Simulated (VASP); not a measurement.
# MgTe (relaxed from the zinc blende structure, space group F-43m): computed properties

All values below come from PBEsol GGA, VASP's PBE PAW potentials (set 64) (plane waves; VASP 6.6.1).

| Item | Value |
|---|---|
| space group | F-43m (216) |
| cell | a = b = c = 6.4432 Å, α = β = γ = 90.00° |
| volume per atom | 33.44 Å^3/atom |
| band gap (over mesh and band path) | 2.34 eV |
| smallest direct gap (over mesh and band path) | 2.34 eV |
| band-edge character | direct, Γ to Γ |
| density | 3.77 g/cm³ |

```cif
data_MgTe
_chemical_formula_sum 'Mg1 Te1'
_space_group_name_H-M_alt 'P 1'
_space_group_IT_number 1
_cell_length_a 4.55605
_cell_length_b 4.55605
_cell_length_c 4.55605
_cell_angle_alpha 60.000
_cell_angle_beta 60.000
_cell_angle_gamma 60.000
loop_
_space_group_symop_operation_xyz
  'x, y, z'
loop_
_atom_site_label
_atom_site_type_symbol
_atom_site_fract_x
_atom_site_fract_y
_atom_site_fract_z
_atom_site_occupancy
Mg1 Mg 0.00000 0.00000 0.00000 1
Te1 Te 0.25000 0.25000 0.25000 1
```

Unless said otherwise, spin-orbit coupling is left out, though it shifts the bands of the heavy elements here.

The structure was generated: MgTe was put into the zinc blende type (F-43m), which need not be its known phase. The cell was not relaxed at this level.
